## One crystal, twelve functionals, three levels of gap

The naive expectation is a ladder. The local density approximation (LDA) gives too small a band gap, gradient corrections (GGA) improve it a little, functionals that also use the kinetic-energy density (meta-GGA) improve it more, and potentials designed for gaps come out on top. Cubic boron nitride, held at one geometry throughout, puts this to the test. The differences between rows are then electronic, although the cell is not the one that each functional would itself prefer.

Cubic BN at one fixed geometry (a = 3.626 Å), computed with VASP 6.6.1 using plane-wave PAW DFT without spin polarisation or spin-orbit coupling. The cutoff is 520 eV, the k mesh for the density 13×13×13 and the smearing width 0.05 eV (Gaussian for LDA, PBE, RPBE and AM05, Fermi-Dirac for the rest). Gaps are read from bands along a path of special points.

| functional | potentials | gap on path (eV) | direct gap on path (eV) |
| --- | --- | --- | --- |
| LDA | VASP PAW LDA potentials, recommended | 4.333 | 8.640 |
| PBE | VASP PAW PBE potentials, recommended | 4.450 | 8.776 |
| revPBE | VASP PAW PBE potentials, recommended | 4.467 | 8.822 |
| RPBE | VASP PAW PBE potentials, recommended | 4.480 | 8.832 |
| r2SCAN | VASP PAW PBE potentials, recommended | 4.965 | 9.482 |
| AM05 | VASP PAW PBE potentials, recommended | 4.283 | 8.702 |
| LMBJ | VASP PAW PBE potentials, recommended | 4.980 | 9.286 |
| MS2 | VASP PAW PBE potentials, recommended | 4.923 | 9.703 |
| SCAN | VASP PAW PBE potentials, recommended | 4.948 | 9.442 |
| TB-mBJ | VASP PAW PBE potentials, recommended | 5.785 | 10.251 |
| rSCAN | VASP PAW PBE potentials, recommended | 4.995 | 9.457 |
| revTPSS | VASP PAW PBE potentials, recommended | 4.306 | 9.172 |

The "gap on path" runs from the highest filled level, at the centre Γ of the Brillouin zone, to the lowest empty level, which in cubic BN lies at the zone boundary point X. The "direct gap on path" is, to within a few thousandths of an electronvolt, the distance between filled and empty levels at Γ itself. The two gaps share the same valence top, so together they follow two different empty states. The ladder is visible, but LMBJ, revTPSS and AM05 do not stand where their names would put them. The LDA, PBE, RPBE and AM05 runs use Gaussian smearing and the others Fermi-Dirac occupations, but with gaps of several electronvolts this makes no difference to the comparison.

### A row that has to be moved

LMBJ seems to belong with the SCAN family. The same run, however, also gives the gaps on the regular mesh of k-points on which the density was converged, and this allows a test. That mesh contains Γ but misses X, so its indirect gap should be slightly too large. The nearest mesh point lies one thirteenth of the way from X to Γ, and the distance from Γ to X is 2π/a, with a = 3.626 Å. If the electron at the band bottom has the free-electron mass m, the excess is

ħ²k²/2m = 3.81 eV Å² × (1.733 Å⁻¹ / 13)² ≈ 0.07 eV.

In eleven rows the mesh gap exceeds the path gap by 0.07 to 0.08 eV, close to this estimate. For LMBJ the excess is 0.92 eV. Its direct gap is off by 1.01 eV, although Γ lies on both the mesh and the path and the two values should agree. Both mesh gaps lie within 0.05 eV of those of TB-mBJ, of which LMBJ is a local variant, so the fault most likely lies in the path bands. Its cause the data do not reveal. Corrected with the mesh offset of TB-mBJ, the LMBJ gap would be about 5.83 eV, next to TB-mBJ and not next to SCAN.

### Why LDA and the GGAs stay together

The indirect gaps from LDA and the GGAs lie within 0.2 eV of each other, and all are more than 1 eV below the measured gap, which is roughly 6 eV (a recalled value). Zero-point motion, left out here, would lower the computed gaps further. The reason for the shortfall is standard theory. When an electron is added to an insulator, the exact exchange-correlation potential jumps by a constant, and this jump is part of the true gap. LDA and GGA potentials depend smoothly on the density and have no such jump. A different gradient correction reshapes the potential a little but does not supply what is lacking.

### What the kinetic-energy density adds

A meta-GGA energy depends on the density and on τ, the kinetic-energy density of the filled orbitals. When the orbitals are varied, this dependence acts like a change in the local kinetic energy. An orbital is raised where the exchange-correlation energy grows with τ, and raised more the more steeply the orbital varies there. The same rule holds for all orbitals, but its effect differs from one to the next. If the empty states are raised more than the valence top, the gap opens and part of the lost jump can return. SCAN, rSCAN, r2SCAN and MS2 open the indirect gap by about 0.5 eV relative to PBE.

The same argument says that the shift should not be uniform. The lowest empty state at Γ is an antibonding combination of p orbitals, with a node between each boron and its nitrogen neighbours, so it varies steeply in the bonds. The empty state at X probably has more of its weight in the open channels of the lattice and responds less. In the four functionals just named the direct gap indeed grows by 0.75 eV on average, half as much again as the indirect one. The effect is strongest in MS2 and weaker in the three SCAN forms. A rigid upward shift of the PBE conduction band would miss this. These functionals also differ from PBE in their gradient terms, so the rows support the argument without isolating the part played by τ.

### revTPSS: reshaped but not lifted

revTPSS is also a meta-GGA, yet its indirect gap is 0.14 eV smaller than that of PBE, while its direct gap is 0.40 eV larger. It does not follow that its τ dependence does nothing. The whole valence band at Γ, from the lowest s level to the top, is 0.56 eV wider than in PBE, whereas going from PBE to RPBE widens it by only 0.07 eV. Such stretching is what a larger effective kinetic energy would produce.

MS2 makes the comparison clearer. It too stretches the valence band, and it too moves the empty levels at Γ and X apart by about half an electronvolt compared with PBE. The difference is that both empty levels of revTPSS lie lower than those of MS2 by similar amounts, 0.53 eV at Γ and 0.62 eV at X, measured from the valence top. revTPSS thus reshapes the bands much as MS2 does, but without the common lift that opens the gap. A plausible reason, not tested here, is that its energy grows less with τ, or even falls, in the regions where the empty states live.

### AM05: a small reversal

AM05 follows LDA where the electron density varies slowly and departs from it where the density falls off as at a surface. A gap near the LDA value is compatible with this design, though the table does not test the link. It lies 0.05 eV below LDA in the indirect gap and 0.06 eV above it in the direct one. The order of two functionals can thus depend on which empty state is examined. Since LDA was run with its own atomic potentials, differences this small cannot be credited to the functional alone.

### Why the mBJ potentials stand highest

TB-mBJ returns to an ordinary potential, a function of position alone, but shapes it for gaps. A term containing the square root of τ divided by the density makes the potential less attractive between the bonds, where empty states have more of their weight than filled ones. The strength of the term follows from how steeply the electron density varies, averaged over the cell, through a rule calibrated on measured gaps. Both empty levels rise strongly and almost together, by 1.34 eV at X and 1.48 eV at Γ relative to PBE. That TB-mBJ comes close to experiment is therefore partly built in.

The comparisons are collected in the output below. They suggest a working rule: before ranking functionals by their gaps, check that the direct gap at Γ is the same on the path and on a mesh that contains Γ, and then compare the direct and the indirect gap separately. The first step exposes LMBJ, and the second shows what revTPSS really does.

Printed output of the fit:

```
Shifts against PBE and mesh offsets in eV:
      row  indirect less PBE  direct less PBE  direct less indirect  mesh less path indirect  mesh less path direct
      LDA             -0.117           -0.136                 4.307                   0.0742                 0.0008
      PBE                  0                0                 4.326                   0.0733                 0.0004
   revPBE              0.017            0.046                 4.355                   0.0744                -0.0003
     RPBE               0.03            0.056                 4.352                   0.0735                -0.0002
   r2SCAN              0.515            0.706                 4.517                   0.0765                -0.0005
     AM05             -0.167           -0.074                 4.419                   0.0748                 0.0002
     LMBJ               0.53             0.51                 4.306                   0.9226                  1.011
      MS2              0.473            0.927                  4.78                   0.0778                 0.0017
     SCAN              0.498            0.666                 4.494                   0.0763                -0.0005
   TB-mBJ              1.335            1.475                 4.466                   0.0753                 0.0003
    rSCAN              0.545            0.681                 4.462                   0.0764                -0.0005
  revTPSS             -0.144            0.396                 4.866                   0.0796                 0.0032
Spread of the indirect gap among LDA and GGAs (eV): 0.197
Spread of the indirect gap among SCAN rSCAN r2SCAN MS2 (eV): 0.072
Step from the highest GGA to the lowest of these four (eV): 0.443
Step from the highest of these four to TB-mBJ (eV): 0.79
Mean indirect shift of these four against PBE (eV): 0.5077
Mean direct shift of these four against PBE (eV): 0.745
LMBJ less TB-mBJ on the mesh indirect (eV): 0.0423
LMBJ less TB-mBJ on the mesh direct (eV): 0.0461
LMBJ indirect gap expected at X from its mesh value and the TB-mBJ offset (eV): 5.827
Smallest indirect mesh offset without LMBJ (eV): 0.0733
Largest indirect mesh offset without LMBJ (eV): 0.0796
Mesh offset estimated with the free-electron mass (eV): 0.06769
Valence width at Gamma MS2 less PBE (eV): 0.869
Valence width at Gamma revTPSS less PBE (eV): 0.559
Valence width at Gamma RPBE less PBE (eV): 0.068
MS2 less revTPSS indirect gap (eV): 0.617
MS2 less revTPSS direct gap (eV): 0.531
AM05 less LDA indirect gap (eV): -0.05
AM05 less LDA direct gap (eV): 0.062
```
